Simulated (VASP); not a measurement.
A convergence study with VASP on SiC (wurtzite): one setting is varied, all else stays as given below, so the limit is that of these other settings.

```xyz
4
Lattice="1.5400 -2.6674 0.0000 1.5400 2.6674 0.0000 0.0000 0.0000 5.0500" Properties=species:S:1:pos:R:3 pbc="T T T"
Si     1.5400    -0.8891     2.5250
Si     1.5400     0.8891     0.0000
C      1.5400    -0.8891     4.4188
C      1.5400     0.8891     1.8937
```

Level of theory: PBEsol GGA, VASP's PBE PAW potentials (set 64) (plane waves; VASP). The tightest run used: 700 eV cut-off, 17×17×9 Γ-centred mesh, tetrahedra with Blöchl corrections, potentials Si C.

```json
[
 {"setting": "3×3×2 mesh", "E (eV/atom)": "-7.8272", "pressure (GPa)": "0.29", "irreducible k-points": "6"},
 {"setting": "4×4×2 mesh", "E (eV/atom)": "-7.9246", "pressure (GPa)": "-0.25", "irreducible k-points": "8"},
 {"setting": "5×5×3 mesh", "E (eV/atom)": "-7.9462", "pressure (GPa)": "-0.49", "irreducible k-points": "10"}
]
```

Task: These are the cheaper rows. Estimate the results at 17×17×9 mesh, and how far the last row shown lies from them.

Result: 
```tsv
quantity	tightest run	last row shown is off by
E (eV/atom)	-7.9574	0.0112
pressure (GPa)	-0.52	0.03
```

Left out are rungs that failed or repeat a setting and relaxations that didn't move; long series are thinned to 24 rows.

The compound is SiC in the wurtzite structure, the rare 2H polytype. The cell was not relaxed at this level.
